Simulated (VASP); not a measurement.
# LiHgS (P4/mmm) in VASP: reference runs

Aim: a first look at LiHgS with PBE, on the cell as given.

All numbers are computed with VASP 6.6.1; they aren't measurements. Logs are shortened: lines on timing, memory, paths and dates and some standing lists are left out, and cuts for length are marked.

### 1 Starting point

It takes space group P4/mmm (No. 123, tetragonal). Conventional cell: a = 3.496 Å, b = 3.496 Å, c = 6.234 Å, α = 90.00°, β = 90.00°, γ = 90.00°. Around Li (site symmetry 4/mmm) lie 4 S at 2.47 Å. Around Hg (site symmetry 4/mmm) lie 2 S at 3.12 Å and 4 Hg at 3.50 Å. S (site symmetry 4/mmm) has 4 Li at 2.47 Å as nearest neighbours.

The cell was built by a generator and needn't be a form met in nature.

### 2 Single point, PBE

INCAR reads:

```
SYSTEM = LiHgS
ALGO     = Normal         ! electronic algorithm
EDIFF    = 1E-7           ! SCF threshold, eV
ENCUT    = 520            ! plane-wave cutoff, eV
GGA      = PE             ! functional
ISIF     = 2              ! what is computed and relaxed
ISMEAR   = -1             ! smearing method
LASPH    = .True.         ! aspherical terms in the spheres
LCHARG   = .False.        ! write CHGCAR
LREAL    = .False.        ! projectors in reciprocal space
LWAVE    = .False.        ! write WAVECAR
NBANDS   = 18             ! bands
NELM     = 80             ! most SCF steps
PREC     = Accurate       ! precision mode
SIGMA    = 0.05           ! smearing width, eV
```

KPOINTS reads:

```
k-points
0
Gamma
  8 8 5
  0 0 0
```

POSCAR reads:

```
LiHgS
1.0
    3.4963915900      0.0000000000      0.0000000000
    0.0000000000      3.4963915900      0.0000000000
    0.0000000000      0.0000000000      6.2343297600
Li Hg S
1 1 1
Direct
    0.5000000000      0.5000000000      0.5000000000
    0.0000000000      0.0000000000      0.0000000000
    0.0000000000      0.0000000000      0.5000000000
```

Potentials or basis: VASP PAW PBE potentials, release 64 (Li_sv, Hg, S).

Started as:

```console
$ cat potpaw_PBE.64/Li_sv/POTCAR potpaw_PBE.64/Hg/POTCAR potpaw_PBE.64/S/POTCAR > POTCAR
$ mpirun -np 1 vasp_std > vasp.out
```

OUTCAR:

```text
SYSTEM = LiHgS
   EDIFF = 1E-7
   ENCUT = 520
   GGA = PE
   ISIF = 2
   ISMEAR = -1
   LASPH = .True.
   LREAL = .False.
   NELM = 80
   PREC = Accurate

 ion  position               nearest neighbor table
   1  0.500  0.500  0.500-   3 2.47   3 2.47   3 2.47   3 2.47
   2  0.000  0.000  0.000-   3 3.12   3 3.12
   3  0.000  0.000  0.500-   1 2.47   1 2.47   1 2.47   1 2.47   2 3.12   2 3.12

  LATTYP: Found a simple tetragonal cell.
 ALAT       =     3.4963915900
 C/A-ratio  =     1.7830753792

  Lattice vectors:

 A1 = (   3.4963915900,   0.0000000000,   0.0000000000)
 A2 = (   0.0000000000,   3.4963915900,   0.0000000000)
 A3 = (   0.0000000000,   0.0000000000,   6.2343297600)

Analysis of symmetry for initial positions (statically):
=====================================================================
 Subroutine PRICEL returns:
 Original cell was already a primitive cell.

 Routine SETGRP: Setting up the symmetry group for a
 simple tetragonal supercell.

 Subroutine GETGRP returns: Found 16 space group operations
 (whereof 16 operations were pure point group operations)
 out of a pool of 16 trial point group operations.

The static configuration has the point symmetry D_4h.

Analysis of symmetry for dynamics (positions and initial velocities):
=====================================================================
 Subroutine PRICEL returns:
 Original cell was already a primitive cell.

 Routine SETGRP: Setting up the symmetry group for a
 simple tetragonal supercell.

 Subroutine GETGRP returns: Found 16 space group operations
 (whereof 16 operations were pure point group operations)
 out of a pool of 16 trial point group operations.

The dynamic configuration has the point symmetry D_4h.

 Subroutine INISYM returns: Found 16 space group operations
 (whereof 16 operations are pure point group operations),
 and found     1 'primitive' translations

----------------------------------------------------------------------------------------

                                     Primitive cell

  volume of cell :      76.2131

  direct lattice vectors                    reciprocal lattice vectors
     3.496391590  0.000000000  0.000000000     0.286009154  0.000000000  0.000000000
     0.000000000  3.496391590  0.000000000     0.000000000  0.286009154  0.000000000
     0.000000000  0.000000000  6.234329760     0.000000000  0.000000000  0.160402166

  length of vectors
[... 83 lines left out ...]
   NELM   =     80;   NELMIN=  2; NELMDL= -5     # of ELM steps
   EDIFF  = 0.1E-06   stopping-criterion for ELM
   LREAL  =      F    real-space projection
   EDIFFG = 0.1E-05   stopping-criterion for IOM
   NSW    =      0    number of steps for IOM
   IBRION =     -1    ionic relax: 0-MD 1-quasi-New 2-CG
   NFREE  =      0    steps in history (QN), initial steepest desc. (CG)
   ISIF   =      2    stress and relaxation
   ISYM   =      2    0-nonsym 1-usesym 2-fastsym
   POTIM  = 0.5000    time-step for ionic-motion
   TEBEG  =    0.0;   TEEND  =   0.0 temperature during run
   PSTRESS=    0.0 pullay stress
   NELECT =      21.0000    total number of electrons
   NUPDOWN=      -1.0000    fix difference up-down
   EMIN   =  10.00;   EMAX   =-10.00  energy-range for DOS
   EFERMI =   0.00;   METHOD = LEGACY
   ISMEAR =    -1;   SIGMA  =   0.05  broadening in eV -4-tet -1-fermi 0-gaus
   EFERMI_NEDOS =   21; number of points for ismear=-14 and -15
   IALGO  =     38    algorithm
   IMIX   =      4    mixing-type and parameters
     AMIX     =   0.40;   BMIX     =  1.00
     AMIX_MAG =   1.60;   BMIX_MAG =  1.00
  volume/ion in A,a.u.               =      25.40       171.44
  Fermi-wavevector in a.u.,A,eV,Ry     =   1.065298  2.013122 15.440718  1.134861
  Thomas-Fermi vector in A             =   2.200845
   LORBIT       =      0    0 simple, 1 ext, 2 COOP (PROOUT), +10 PAW based schemes
   GGA     = PE    functional components
   LHFCALC =     F    Hartree Fock is set to
   AEXX    =    0.0000 exact exchange contribution
   IVDW    =     0    specifies the selected vdW correction
   LEPSILON=     F    determine dielectric tensor
   LRPA    =     F    only Hartree local field effects (RPA)
 non-spin polarized calculation
  energy-cutoff  :      520.00
  volume of cell :       76.21
 maximum number of plane-waves:      2095
 NGX is ok and might be reduce to    28
   NGX = 13   NGY = 13   NGZ = 23

 number of electron      21.0000002 magnetization

 Free energy of the ion-electron system (eV)
  ---------------------------------------------------
  ext. energy  EPLUGINS =         0.00000000
  ---------------------------------------------------
  free energy    TOTEN  =        -7.36145046 eV

  energy without entropy =       -7.34943396  energy(sigma->0) =       -7.35544221

 E-fermi :   0.6487     XC(G=0):  -8.2944

 val. band max:        0.6260853669   @ k =   0.2500   0.0000   0.4000
 cond. band min:       0.6768624913   @ k =   0.2500   0.0000   0.0000
 fundamental gap:      0.0507771243
 Fermi energy:         0.6486697968

 k-point     1 :       0.0000    0.0000    0.0000
  band No.  band energies     occupation
      1     -44.1138      2.00000
      2     -10.9878      2.00000
      3      -5.7214      2.00000
      4      -5.4907      2.00000
      5      -4.9983      2.00000
      6      -4.9983      2.00000
[... 481 lines left out ...]
      5      -5.2394      2.00000
      6      -5.0191      2.00000
[... 10 lines left out ...]
     17       9.9820      0.00000
     18      11.2482      0.00000

 [... further k-points ...]

------------------------ aborting loop because EDIFF is reached ----------------------------------------

  FORCE on cell =-STRESS in cart. coord.  units (eV):
  Direction    XX          YY          ZZ          XY          YZ          ZX
  --------------------------------------------------------------------------------------
  -------------------------------------------------------------------------------------
  Total       -0.1347367     -0.1347367     -2.8607401      0.0000000      0.0000000      0.0000000
  in kB       -2.8324790     -2.8324790    -60.1393977      0.0000000      0.0000000      0.0000000
  external PRESSURE =     -21.9347852 kB  Pullay stress =       0.0000000 kB

 VOLUME and BASIS-vectors are now :
 -----------------------------------------------------------------------------
  energy-cutoff  :      520.00
  volume of cell :       76.21
      direct lattice vectors                 reciprocal lattice vectors
     3.496391590  0.000000000  0.000000000     0.286009154  0.000000000  0.000000000
     0.000000000  3.496391590  0.000000000     0.000000000  0.286009154  0.000000000
     0.000000000  0.000000000  6.234329760     0.000000000  0.000000000  0.160402166

 POSITION                                       TOTAL-FORCE (eV/Angst)
 -----------------------------------------------------------------------------------
      1.74820      1.74820      3.11716         0.000000      0.000000      0.000000
      0.00000      0.00000      0.00000         0.000000      0.000000      0.000000
      0.00000      0.00000      3.11716         0.000000      0.000000      0.000000
 -----------------------------------------------------------------------------------
    total drift:                               -0.000000      0.000000      0.000000

  FREE ENERGIE OF THE ION-ELECTRON SYSTEM (eV)
  ---------------------------------------------------
  free  energy   TOTEN  =        -7.3614504650 eV

  energy  without entropy=       -7.3494339639  energy(sigma->0) =       -7.35544221
```

OSZICAR:

```text
N       E                     dE             d eps       ncg     rms          rms(c)
DAV:   1     0.130719497328E+03    0.13072E+03   -0.93981E+03  1628   0.106E+03
DAV:   2     0.729474664518E+00   -0.12999E+03   -0.12238E+03  1822   0.256E+02
DAV:   3    -0.899689083538E+01   -0.97264E+01   -0.96616E+01  2980   0.595E+01
DAV:   4    -0.921314346439E+01   -0.21625E+00   -0.21562E+00  2070   0.809E+00
DAV:   5    -0.922177596663E+01   -0.86325E-02   -0.86314E-02  2254   0.128E+00    0.500E+00
DAV:   6    -0.746398326175E+01    0.17578E+01   -0.42493E+00  2132   0.160E+01    0.401E+00
DAV:   7    -0.738907506089E+01    0.74908E-01   -0.44246E-01  1904   0.377E+00    0.213E+00
DAV:   8    -0.736141105548E+01    0.27664E-01   -0.10045E-01  1972   0.201E+00    0.411E-01
DAV:   9    -0.736019395316E+01    0.12171E-02   -0.14278E-02  2084   0.728E-01    0.296E-01
DAV:  10    -0.736082010043E+01   -0.62615E-03   -0.13412E-03  1806   0.196E-01    0.132E-01
DAV:  11    -0.736144797726E+01   -0.62788E-03   -0.18562E-03  1734   0.247E-01    0.412E-02
DAV:  12    -0.736143632059E+01    0.11657E-04   -0.11070E-04  2112   0.552E-02    0.197E-02
DAV:  13    -0.736144709036E+01   -0.10770E-04   -0.27129E-05  1778   0.255E-02    0.106E-02
DAV:  14    -0.736145022537E+01   -0.31350E-05   -0.35939E-06  1940   0.107E-02    0.522E-03
DAV:  15    -0.736145057860E+01   -0.35323E-06   -0.12685E-06  1834   0.559E-03    0.244E-03
DAV:  16    -0.736145047243E+01    0.10617E-06   -0.19761E-07  2100   0.216E-03    0.430E-04
DAV:  17    -0.736145046499E+01    0.74417E-08   -0.99754E-09   976   0.569E-04
   1 F= -.73614505E+01 E0= -.73554422E+01  d E =-.120165E-01
```

stdout:

```text
POSCAR found type information on POSCAR LiHgS
 POSCAR found :  3 types and       3 ions
 scaLAPACK will be used
 LDA part: xc-table for (Slater+PW92), standard interpolation
 POSCAR, INCAR and KPOINTS ok, starting setup
 FFT: planning ... GRIDC
 FFT: planning ... GRID_SOFT
 FFT: planning ... GRID
 WAVECAR not read
 entering main loop
```

Wall time 49 s (1 thread of Intel Xeon Platinum 8259CL at 2.50GHz (Skylake/Cascade Lake), shared host); peak memory 0.22 GiB.

Results:

```yaml
Free_energy: -7.3615 eV
Band_gap_on_the_k_mesh: none (metal or under the smearing width)
```

Caveat: the cutoff is under 1.25 times the usual one of these potentials, so pressure, stress and relaxed cells hold a basis-set (Pulay) error.
